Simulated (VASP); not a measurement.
Input:

```
BeTe
1.0
    3.64360     0.00000     0.00000
    0.00000     3.64360     0.00000
    0.00000     0.00000     6.41568
Be Te
2 2
Cartesian
  0.00000   1.82180   0.00000
  1.82180   0.00000   3.20784
  0.00000   0.00000   1.60392
  0.00000   0.00000   4.81176
```

Method: PBE GGA, VASP's PBE PAW potentials (set 64) (plane waves; VASP). Settings: 400 eV cut-off, 5×5×3 Γ-centred mesh, Gaussian smearing of 0.050 eV, potentials Be Te.

Unless said otherwise, spin-orbit coupling is left out, though it shifts the bands of the heavy elements here.

Problem. Estimate the energy per atom (σ→0), pressure, band gap (on the k-mesh) with the smallest direct gap where there is one.

Solution. 
```json
{
 "band gap (on the k-mesh)": "none (metal, semimetal or under 0.01 eV)",
 "energy per atom (σ→0)": "-3.050 eV/atom",
 "pressure": "8.83 GPa"
}
```

The absolute energy has meaning only against runs of the same code, potentials and settings.

The structure was generated: BeTe was put into the PtS type (P4_2/mmc), which need not be its known phase. The cell was not relaxed at this level. The k-mesh is coarse (spacing up to 0.34 per Å, 2π included), so the numbers may not be converged in it.
